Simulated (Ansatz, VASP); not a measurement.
# Sc64O64F63 (V_F) in two plane-wave programs, part 2 of 2

One calculation is typed for both programs; each brings its own data sets. How far apart do they land? The cell is taken from a series of runs on this material, whose earlier steps may have relaxed, scaled, displaced or heated it; both programs get it as it stands.

VASP 6.6.1 and Ansatz 0.2.0.

So far. Step 2 (VASP: single point, PBEsol): The run ends at a pressure of 0.09 GPa, with forces up to 3.6 eV/Å.

### 3. Ansatz: single point, PBEsol

Level of this step: Ansatz beside VASP: Kohn-Sham DFT, plane waves, PBEsol (Ansatz).

Ansatz runs on its default PAW (the set named soft_2) files.

The same cell, functional, mesh and smearing now go to Ansatz.

The input, input.yaml:

```yaml
crystal:
  lattice:
    - [-1.79849471, 10.24898197, 10.27058636]
    - [8.50902974, 0.0, 10.2594287]
    - [10.30752445, 10.24898197, -0.01115766]
  atoms:
    - { symbol: Sc, position: [0.01744164045, 0.12725374188, 0.21828045815] }
    - { symbol: Sc, position: [0.26781423518, 0.37698054917, 0.46819594753] }
    - { symbol: Sc, position: [0.21942933897, 0.38718781036, 0.26648784401] }
    - { symbol: Sc, position: [0.46946670571, 0.1376864452, 0.01569290322] }
    - { symbol: Sc, position: [0.2335070853, 0.12312064668, 0.03043493851] }
    - { symbol: Sc, position: [0.4836483834, 0.3732237775, 0.28092372059] }
    - { symbol: Sc, position: [0.03159070291, 0.36297076652, 0.48237219093] }
    - { symbol: Sc, position: [0.2816717912, 0.11318514561, 0.2320305589] }
    - { symbol: O, position: [0.05399520551, 0.45255850642, 0.31898393472] }
    - { symbol: O, position: [0.30371798367, 0.20236101716, 0.06899218259] }
    - { symbol: O, position: [0.06995293032, 0.17468741156, 0.05304016304] }
    - { symbol: O, position: [0.31989876782, 0.42478124254, 0.30276532232] }
    - { symbol: O, position: [0.19687409938, 0.29772506665, 0.42972013507] }
    - { symbol: O, position: [0.44675339196, 0.04806584883, 0.1800181386] }
    - { symbol: O, position: [0.18078685053, 0.07559145706, 0.19583656132] }
    - { symbol: O, position: [0.43018444773, 0.32578750084, 0.44596562454] }
    - { symbol: F, position: [0.01111565021, 0.31871383295, 0.15232438297] }
    - { symbol: F, position: [0.26118695594, 0.06895746958, 0.40206546721] }
    - { symbol: F, position: [0.15310430051, 0.26797811655, 0.26023246573] }
    - { symbol: F, position: [0.4027250524, 0.01656153121, 0.01204430187] }
    - { symbol: F, position: [0.23988260222, 0.43136916205, 0.09652418998] }
    - { symbol: F, position: [0.48983188405, 0.18153604342, 0.34642851414] }
    - { symbol: F, position: [0.09750772551, 0.48255966862, 0.48821512437] }
    - { symbol: F, position: [0.34760895426, 0.23253527236, 0.23854509069] }
    - { symbol: Sc, position: [0.01793852335, 0.12664289626, 0.71839798146] }
    - { symbol: Sc, position: [0.26870051617, 0.37673482463, 0.96767943106] }
    - { symbol: Sc, position: [0.2197672873, 0.3871326139, 0.7659159805] }
    - { symbol: Sc, position: [0.46925639122, 0.13710564377, 0.51681765091] }
    - { symbol: Sc, position: [0.23349208145, 0.12319727047, 0.53059518435] }
    - { symbol: Sc, position: [0.48435169278, 0.37003465562, 0.77652447288] }
    - { symbol: Sc, position: [0.03193968192, 0.36304133041, 0.9821209987] }
    - { symbol: Sc, position: [0.28203920454, 0.1127183781, 0.73238918696] }
    - { symbol: O, position: [0.05413252813, 0.45256420017, 0.81878560147] }
    - { symbol: O, position: [0.30352258931, 0.20257231268, 0.56903842652] }
    - { symbol: O, position: [0.07013072149, 0.17464491141, 0.55305807263] }
    - { symbol: O, position: [0.31991324856, 0.42428773518, 0.8023529887] }
    - { symbol: O, position: [0.19703363867, 0.29754838505, 0.92966930269] }
    - { symbol: O, position: [0.44649353802, 0.04771160158, 0.679828259] }
    - { symbol: O, position: [0.18117582222, 0.07507197668, 0.69589525368] }
    - { symbol: O, position: [0.43107591166, 0.32463683089, 0.94555781353] }
    - { symbol: F, position: [0.01186306249, 0.31858486643, 0.65212302866] }
    - { symbol: F, position: [0.26129937458, 0.06822073526, 0.90251169001] }
    - { symbol: F, position: [0.15279123333, 0.26764508842, 0.76048744463] }
    - { symbol: F, position: [0.40312450426, 0.01796298633, 0.50992248589] }
    - { symbol: F, position: [0.23890068527, 0.43186047359, 0.59642953525] }
    - { symbol: F, position: [0.48851325849, 0.17812620869, 0.85134851316] }
    - { symbol: F, position: [0.09778050499, 0.4819709214, 0.98877910624] }
    - { symbol: F, position: [0.34635907354, 0.23155883767, 0.73915465704] }
    - { symbol: Sc, position: [0.01756893945, 0.62695332709, 0.21835353562] }
    - { symbol: Sc, position: [0.26761467614, 0.87725373293, 0.46812496899] }
    - { symbol: Sc, position: [0.21934618304, 0.88728305101, 0.26634074901] }
    - { symbol: Sc, position: [0.46970830081, 0.63693631376, 0.01623069745] }
    - { symbol: Sc, position: [0.23359224273, 0.62278626855, 0.03039211191] }
    - { symbol: Sc, position: [0.483386758, 0.87348979958, 0.28013349135] }
    - { symbol: Sc, position: [0.03147947313, 0.86315783906, 0.48230565962] }
    - { symbol: Sc, position: [0.28170752628, 0.61291307578, 0.23218069645] }
    - { symbol: O, position: [0.05393933253, 0.95260894011, 0.31889216438] }
    - { symbol: O, position: [0.30412742459, 0.7021367525, 0.06873841131] }
    - { symbol: O, position: [0.07009184199, 0.67436361908, 0.0531402429] }
    - { symbol: O, position: [0.31988652296, 0.92486726856, 0.30273447569] }
    - { symbol: O, position: [0.19675471484, 0.7979970432, 0.4296077797] }
    - { symbol: O, position: [0.44670249073, 0.54777032964, 0.17966033518] }
[... 31 lines left out ...]
    - { symbol: F, position: [0.23987459438, 0.93135143558, 0.59660065883] }
    - { symbol: F, position: [0.48988833284, 0.68108796662, 0.84628883855] }
    - { symbol: F, position: [0.09781734326, 0.98215908002, 0.9885567469] }
    - { symbol: F, position: [0.34819286341, 0.7312846121, 0.73859380153] }
    - { symbol: Sc, position: [0.51763396384, 0.12750323509, 0.21790780367] }
    - { symbol: Sc, position: [0.76691583374, 0.37678637446, 0.46887488415] }
    - { symbol: Sc, position: [0.71829366168, 0.38748313145, 0.26727700473] }
    - { symbol: Sc, position: [0.96943980461, 0.13723349174, 0.01646198709] }
    - { symbol: Sc, position: [0.73341518207, 0.12329502443, 0.03044925326] }
    - { symbol: Sc, position: [0.98304303739, 0.37316445922, 0.28081615715] }
    - { symbol: Sc, position: [0.53129281815, 0.36127171744, 0.48552001757] }
    - { symbol: Sc, position: [0.78157421038, 0.11323339708, 0.23245435209] }
    - { symbol: O, position: [0.55386962915, 0.45298448258, 0.31873835251] }
    - { symbol: O, position: [0.8042480961, 0.20251543869, 0.06898910176] }
    - { symbol: O, position: [0.57048595475, 0.174254391, 0.05273816057] }
    - { symbol: O, position: [0.81977107561, 0.42470976922, 0.30326535182] }
    - { symbol: O, position: [0.69727031309, 0.29738212697, 0.4303521177] }
    - { symbol: O, position: [0.94694026076, 0.04778895384, 0.17991797093] }
    - { symbol: O, position: [0.68111954144, 0.07572144134, 0.19582879987] }
    - { symbol: O, position: [0.93106583902, 0.32555566119, 0.44591117237] }
    - { symbol: F, position: [0.51142240733, 0.31904790784, 0.15167120757] }
    - { symbol: F, position: [0.76114746125, 0.06886583183, 0.40244601456] }
    - { symbol: F, position: [0.6532157061, 0.26782123214, 0.26035841359] }
    - { symbol: F, position: [0.9034276238, 0.01752453841, 0.01075751437] }
    - { symbol: F, position: [0.73939003824, 0.43148220365, 0.09684121654] }
    - { symbol: F, position: [0.98974367153, 0.18139352824, 0.34672586158] }
    - { symbol: F, position: [0.59917131244, 0.48847717861, 0.48122262093] }
    - { symbol: F, position: [0.84751064378, 0.23239193032, 0.23876928475] }
    - { symbol: Sc, position: [0.51738400669, 0.13067952179, 0.71755590822] }
    - { symbol: Sc, position: [0.76742753572, 0.37712280299, 0.96828106863] }
    - { symbol: Sc, position: [0.71945053807, 0.38656346225, 0.76644446642] }
    - { symbol: Sc, position: [0.96952614053, 0.13714283982, 0.51657754487] }
    - { symbol: Sc, position: [0.73281153315, 0.12392398048, 0.5313262707] }
    - { symbol: Sc, position: [0.98343611123, 0.37313011425, 0.78053288007] }
    - { symbol: Sc, position: [0.53130763411, 0.36299031529, 0.98061948567] }
    - { symbol: Sc, position: [0.78215233261, 0.11237689427, 0.7324922533] }
    - { symbol: O, position: [0.55504950032, 0.45129432416, 0.81737743009] }
    - { symbol: O, position: [0.8050945848, 0.20204569445, 0.56914275552] }
    - { symbol: O, position: [0.56953824908, 0.17441200761, 0.55226217549] }
    - { symbol: O, position: [0.82011552387, 0.42462411964, 0.80305755502] }
    - { symbol: O, position: [0.69733801729, 0.29748893576, 0.92984423047] }
    - { symbol: O, position: [0.94778171912, 0.04696634717, 0.67992932143] }
    - { symbol: O, position: [0.68211817561, 0.07495638246, 0.69597251046] }
    - { symbol: O, position: [0.93110679756, 0.3255390376, 0.94581229237] }
    - { symbol: F, position: [0.76291176805, 0.06757230777, 0.90256077959] }
    - { symbol: F, position: [0.65571797948, 0.26436942776, 0.76303578279] }
    - { symbol: F, position: [0.90327829014, 0.01778502756, 0.51030096308] }
    - { symbol: F, position: [0.73852140431, 0.43143355208, 0.59687456495] }
    - { symbol: F, position: [0.98968578907, 0.18118703845, 0.84686965102] }
    - { symbol: F, position: [0.59787722236, 0.4825717154, 0.98769068129] }
    - { symbol: F, position: [0.84911858422, 0.23206842518, 0.73815663612] }
    - { symbol: Sc, position: [0.51756839569, 0.62671511723, 0.21856898141] }
    - { symbol: Sc, position: [0.76747164294, 0.87735974422, 0.46842361312] }
    - { symbol: Sc, position: [0.7193616797, 0.88739657101, 0.26648966281] }
    - { symbol: Sc, position: [0.96953089151, 0.63684188916, 0.01662601141] }
    - { symbol: Sc, position: [0.73329212535, 0.62313605378, 0.03069829159] }
    - { symbol: Sc, position: [0.98335531648, 0.87328472646, 0.28050520884] }
    - { symbol: Sc, position: [0.53158336815, 0.86305185563, 0.48236838745] }
    - { symbol: Sc, position: [0.78155934734, 0.61288775919, 0.23259900956] }
    - { symbol: O, position: [0.5542653609, 0.95268684886, 0.31870391801] }
    - { symbol: O, position: [0.80439780076, 0.70219996499, 0.06913528219] }
    - { symbol: O, position: [0.57012337041, 0.67436129732, 0.05290426692] }
    - { symbol: O, position: [0.8200138349, 0.92484475921, 0.30302696303] }
    - { symbol: O, position: [0.69699955309, 0.79793729587, 0.42988805155] }
    - { symbol: O, position: [0.94697499914, 0.54756633932, 0.18004286534] }
    - { symbol: O, position: [0.68103565746, 0.57585942369, 0.19587437486] }
    - { symbol: O, position: [0.93096418241, 0.82571305616, 0.44572515018] }
    - { symbol: F, position: [0.51208027776, 0.81884308254, 0.1518464238] }
    - { symbol: F, position: [0.76369501052, 0.56876215001, 0.40175993379] }
    - { symbol: F, position: [0.65335452918, 0.76749278678, 0.26099248047] }
    - { symbol: F, position: [0.90332427464, 0.5177821754, 0.01020628456] }
    - { symbol: F, position: [0.73966513606, 0.93117892112, 0.09707268407] }
    - { symbol: F, position: [0.989305387, 0.68149524042, 0.3467734978] }
    - { symbol: F, position: [0.59774985625, 0.982390086, 0.48839796812] }
    - { symbol: F, position: [0.84803430372, 0.7328391737, 0.23801168137] }
    - { symbol: Sc, position: [0.51790776584, 0.62552923042, 0.71833736429] }
    - { symbol: Sc, position: [0.76768074488, 0.87678079633, 0.96845453821] }
    - { symbol: Sc, position: [0.71871046665, 0.88752221247, 0.76670848001] }
    - { symbol: Sc, position: [0.96937650904, 0.63718533317, 0.51653905152] }
    - { symbol: Sc, position: [0.73329563936, 0.62335034691, 0.53042358298] }
    - { symbol: Sc, position: [0.98364322679, 0.87274213381, 0.78068677851] }
    - { symbol: Sc, position: [0.53167367079, 0.86325405957, 0.98188684576] }
    - { symbol: Sc, position: [0.78158457945, 0.61293781539, 0.73231637479] }
    - { symbol: O, position: [0.55420982625, 0.9523921505, 0.81947020536] }
    - { symbol: O, position: [0.80415671802, 0.70265017872, 0.56883754678] }
    - { symbol: O, position: [0.57008817474, 0.67481789787, 0.5527024147] }
    - { symbol: O, position: [0.82045192069, 0.92392245432, 0.80338621142] }
    - { symbol: O, position: [0.69728846168, 0.79733316377, 0.93023812882] }
    - { symbol: O, position: [0.94699008221, 0.54769729321, 0.67980293226] }
    - { symbol: O, position: [0.68134363946, 0.57541957729, 0.69557757203] }
    - { symbol: O, position: [0.93134051524, 0.82510925371, 0.9460348424] }
    - { symbol: F, position: [0.51145786685, 0.81875930566, 0.65196163171] }
    - { symbol: F, position: [0.76144147135, 0.56870858068, 0.90216952474] }
    - { symbol: F, position: [0.65330757977, 0.7677821645, 0.76012628293] }
    - { symbol: F, position: [0.90312266864, 0.51737479881, 0.51112879346] }
    - { symbol: F, position: [0.73934915977, 0.93144201, 0.5967510712] }
    - { symbol: F, position: [0.98993000528, 0.68114018628, 0.84669803934] }
    - { symbol: F, position: [0.59825181579, 0.98190825072, 0.98891196182] }
    - { symbol: F, position: [0.84777087774, 0.73225932154, 0.73855661925] }
  host:
    repeats: [2, 2, 2]
    atoms:
      - { symbol: Sc, position: [0.03416327, 0.25387124, 0.43785756] }
      - { symbol: Sc, position: [0.53416327, 0.75387124, 0.93785756] }
      # ... 22 more atoms of the perfect host
total_charge: 1
basis:
  ecutwfc: 420
  xc_grid: 2
hamiltonian:
  xc: pbesol
kpoints:
  mp_grid: { grid: [1, 1, 1] }
scf:
  occupations: { method: fermi_dirac, width: 0.01 }
  max_iter: 80
output:
  forces: true
  charged_corrections:
    epsilon: [[3.33, 0.0, -0.09], [0.0, 4.06, 0.0], [-0.09, 0.0, 3.96]]
    static_epsilon: [[9.23, 0.0, -0.78], [0.0, 15.47, 0.0], [-0.78, 0.0, 14.34]]
    defect_position: [0.510898, 0.318633, 0.652734]
checkpoint:
  read: "../qp1.relax_smeared.run"
  write: "../cc1.qp1.lm0.6.run"
  compress: false
  write_wavefunctions: false
  write_every: 100000
```

Launch:

```bash
$ ansatz run input.yaml --threads 12 --pin off --max-ram 56524MiB --backend cuda --events-out ev --progress --plain --runs-dir out
```

Log:

```text
Warning: checkpoint.read: the run can stay near the saved state's solution: 191 site(s) moved relative to the saved geometry (max |Δs| = 2.544e-2 fractional); the SCF starts from the saved state under [...]
Engine: ansatz 0.2.0, aarch64-unknown-linux-gnu
[...]
Pseudopotential: Sc, paw, valence charge 11, recommended cutoff 420 eV (normal), Sc.paw.azcp
Pseudopotential: O, paw, valence charge 6, recommended cutoff 420 eV (normal), O.paw.azcp
Pseudopotential: F, paw, valence charge 7, recommended cutoff 420 eV (normal), F.paw.azcp
Functional definition: PBEsol
[...]
Crystal: 191 atoms, lattice volume = 2169.592 Å³
Basis set: ecut = 420 eV, 42431 PW (Γ), exchange–correlation on 200×180×200 points (8 copies of the dense FFT grid, shifted against one another)
[...]
preconditioner: auto → Resta (q_TF=auto, 2.573 Å⁻¹)  ε∞=3.9  [insulator: Δε(μ)=1.297 eV  Ē_g=17.520 eV  σ=0.010 eV  W_gap=1.00  n_scr=614 (ndim 8)  ℏωp=29.8 eV  f_vac=0.062  D(μ)=0.00/eV (n_scr^D=0)   [...]
SCF iter   2: F=—  HF=-221846.367297 eV  |F-HF|=—  |Δ(HF+E_count)|=   6.92e-1  Δρ=5.64e-3  dr2=4.31e-1  ethr=1.86e-4  ⟨swp⟩=10.0  Hψ=2047  notcnv=0
[...]
SCF iter   4: F=—  HF=-221846.255019 eV  |F-HF|=—  |Δ(HF+E_count)|=   9.54e-3  Δρ=7.18e-4  dr2=7.33e-3  ethr=6.19e-6  ⟨swp⟩=3.0  Hψ=1485  notcnv=0  defer=115
automatic band count: iteration 4 solves 886 bands in place of 955: the levels show a gap, and the empty bands left out lie too high to hold charge; the band table lists the bands solved (type scf.n_e [...]
SCF iter   5: F=—  HF=-221846.250215 eV  |F-HF|=—  |Δ(HF+E_count)|=   4.80e-3  Δρ=2.98e-4  dr2=1.89e-3  ethr=4.80e-7  ⟨swp⟩=2.0  Hψ=1542  notcnv=0  defer=115
[...]
SCF 1 converged in 11 iterations: F = -221846.254759 eV  dr2 = 6.47e-8
[...]
SCF converged after 11 iterations
[...]
```

### 4. Side by side

Known differences besides the potentials themselves: the cutoff is 420 eV in Ansatz and 520 eV in VASP (PREC = Accurate, projectors in real space); Ansatz makes its cores anew for this functional, VASP keeps those of its PBE data sets. Total energies have different zeros and are not compared.

Both answers:

```
              quantity  Ansatz   VASP  difference
gap on the k mesh (eV)   1.786  1.778      +0.008
```

Forces on 7 of the 191 atoms, those with the largest forces and the largest differences (eV/Å; atoms numbered as in POSCAR):

| atom | Ansatz x, y, z | VASP x, y, z |
| --- | --- | --- |
| Sc14 | 3.029, 1.568, 0.609 | 2.952, 1.568, 0.607 |
| Sc39 | -1.771, -2.685, 1.373 | -1.704, -2.665, 1.372 |
| Sc41 | -1.509, 1.337, -3.070 | -1.456, 1.326, -3.057 |
| Sc45 | -1.214, 0.556, 0.336 | -1.262, 0.564, 0.335 |
| O107 | 1.829, 0.630, 0.716 | 1.807, 0.630, 0.714 |
| O111 | 0.761, -1.002, -0.030 | 0.780, -0.999, -0.035 |
| F142 | -0.904, -1.230, 0.885 | -0.902, -1.224, 0.878 |

The forces differ by 17 meV/Å r.m.s., which is 4.5 % of the r.m.s. force of 0.383 eV/Å (both taken over all components). A gap on the mesh is an upper bound, since the band edges may lie between its points. The cell carries a charge of +1 e against a uniform background, so its pressure also hangs on how the neutralising background is counted, and in a defect's cell a gap may be the spacing between its levels.

### 5. Results

```yaml
r_m_s_force_difference_single_point_pbesol: 4.5 % of the r.m.s. force
```

In words: The r.m.s. force difference is 4.5 % of the r.m.s. force (single point, PBEsol), beyond the 3 % picked in this series as the mark of a large difference. What causes the difference of the single point, PBEsol pair stays open here. How closely two codes agree says nothing of how well the functional describes the real material.

[Lines on the potential files, build, host, timing and source positions are cut from VASP's logs without a mark.]

[Logs are printed without paths, hosts, clocks, repeated set-up lines and the standing remarks that a program may print on its own settings, such as how far it seeks lower states.]

[Hosts, paths, dates, database ids (printed as entryN), source tags and the programs' standing remarks are cut or masked in the printed files.]
